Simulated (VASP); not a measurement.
Output of a VASP run:

**OSZICAR**
```
       N       E                     dE             d eps       ncg     rms          rms(c)
DAV:   1     0.227190237876E+03    0.22719E+03   -0.13379E+04  3576   0.171E+03
DAV:   2    -0.382754887446E+01   -0.23102E+03   -0.21660E+03  3656   0.371E+02
DAV:   3    -0.302608273029E+02   -0.26433E+02   -0.25206E+02  4092   0.142E+02
DAV:   4    -0.311433687359E+02   -0.88254E+00   -0.87710E+00  3968   0.282E+01
DAV:   5    -0.311703661607E+02   -0.26997E-01   -0.26982E-01  4236   0.454E+00    0.191E+01
DAV:   6    -0.297819825526E+02    0.13884E+01   -0.55725E+01  5316   0.118E+02    0.267E+01
DAV:   7    -0.263532202610E+02    0.34288E+01   -0.11363E+01  4668   0.103E+02    0.786E+00
DAV:   8    -0.265653842897E+02   -0.21216E+00   -0.31356E+00  3932   0.144E+01    0.491E+00
DAV:   9    -0.264860441640E+02    0.79340E-01   -0.16267E-01  6156   0.955E+00    0.157E+00
DAV:  10    -0.264918952202E+02   -0.58511E-02   -0.53739E-02  4484   0.386E+00    0.703E-01
DAV:  11    -0.264891498219E+02    0.27454E-02   -0.12258E-02  5776   0.220E+00    0.157E-01
DAV:  12    -0.264893968730E+02   -0.24705E-03   -0.27867E-03  5264   0.630E-01    0.785E-02
DAV:  13    -0.264893828206E+02    0.14052E-04   -0.11349E-04  4504   0.155E-01    0.409E-02
DAV:  14    -0.264893801764E+02    0.26443E-05   -0.77710E-05  5348   0.909E-02    0.207E-02
DAV:  15    -0.264893779140E+02    0.22624E-05   -0.11553E-05  3888   0.474E-02    0.910E-03
DAV:  16    -0.264893778071E+02    0.10686E-06   -0.30345E-06  2988   0.228E-02
   1 F= -.26489378E+02 E0= -.26488742E+02  d E =-.127101E-02  mag=     0.0000
```

**OUTCAR**
```
------------------------ aborting loop because EDIFF is reached ----------------------------------------
  FORCE on cell =-STRESS in cart. coord.  units (eV):
  Direction    XX          YY          ZZ          XY          YZ          ZX
  --------------------------------------------------------------------------------------
  Total       -8.1763176     -8.1763176     -8.1763176     -0.0666176     -0.0666176     -0.0666176
  in kB     -333.8012554   -333.8012554   -333.8012554     -2.7196881     -2.7196881     -2.7196881
  external PRESSURE =    -333.8012554 kB  Pullay stress =       0.0000000 kB
  volume of cell :       39.24
      direct lattice vectors                 reciprocal lattice vectors
     4.281574000  2.140787000  2.140787000     0.350338450 -0.116779483 -0.116779483
     2.140787000  4.281574000  2.140787000    -0.116779483  0.350338450 -0.116779483
     2.140787000  2.140787000  4.281574000    -0.116779483 -0.116779483  0.350338450
 POSITION                                       TOTAL-FORCE (eV/Angst)
 -----------------------------------------------------------------------------------
      0.00000      0.00000      0.00000        -0.000000     -0.000000      0.000000
      4.28157      4.28157      4.28157        -0.000000     -0.000000     -0.000000
      2.14079      2.14079      2.14079         0.000000      0.000000      0.000000
      6.42236      6.42236      6.42236         0.000000     -0.000000     -0.000000
 -----------------------------------------------------------------------------------
    total drift:                                0.000000      0.000000      0.000000
  FREE ENERGIE OF THE ION-ELECTRON SYSTEM (eV)
  ---------------------------------------------------
  free  energy   TOTEN  =       -26.4893778071 eV

  energy  without entropy=      -26.4881068007  energy(sigma->0) =      -26.48874230

 total charge

# of ion       s       p       d       tot
------------------------------------------
    1        0.309   0.350   8.260   8.919
    2        0.309   0.350   8.260   8.919
    3        1.577   3.340   0.000   4.917
    4        1.577   3.340   0.000   4.917
--------------------------------------------------
tot          3.772   7.379  16.520  27.672

 magnetization (x)

# of ion       s       p       d       tot
------------------------------------------
    1       -0.009  -0.011   1.218   1.199
    2        0.009   0.011  -1.218  -1.199
    3        0.000   0.000   0.000   0.000
    4        0.000   0.000   0.000   0.000
--------------------------------------------------
tot          0.000   0.000   0.000   0.000
```
(Selected blocks of OUTCAR.)

POSCAR:
```
NiO
1
    4.2815740000     2.1407870000     2.1407870000
    2.1407870000     4.2815740000     2.1407870000
    2.1407870000     2.1407870000     4.2815740000
Ni O
2 2
Direct
  0.0000000000   0.0000000000   0.0000000000
  0.5000000000   0.5000000000   0.5000000000
  0.2500000000   0.2500000000   0.2500000000
  0.7500000000   0.7500000000   0.7500000000
```

Question: Reconstruct the remaining input files.

Answer: One answer among several that fit: the input of the run itself, LDA (Ceperley-Alder, Perdew-Zunger), plane waves, VASP's LDA PAW potentials (set 64).

File KPOINTS:
```
kpoints
0
Gamma
 7 7 7
0 0 0
```

**INCAR**
```
SYSTEM = NiO
PREC = Accurate
ENCUT = 400
EDIFF = 1E-6
NELM = 100
ALGO = Normal
LREAL = .FALSE.
LASPH = .TRUE.
ISMEAR = -1
SIGMA = 0.05
LMAXMIX = 4
LWAVE = .FALSE.
LCHARG = .FALSE.
ISIF = 2
ISPIN = 2
MAGMOM = 2.0 -2.0 0.0 0.0
LORBIT = 11
```

POTCAR, in this order: Ni O (LDA.64 set). Program: vasp_std.

At this cut-off the stress carries a Pulay error, which pulls relaxed volumes low.

The structure is a typed NiO crystal. The cell was not relaxed at this level. The run is one of a series of settings (GGA removed, POTCAR Ni O (LDA.64 set) against the base run), some of them coarse on purpose.
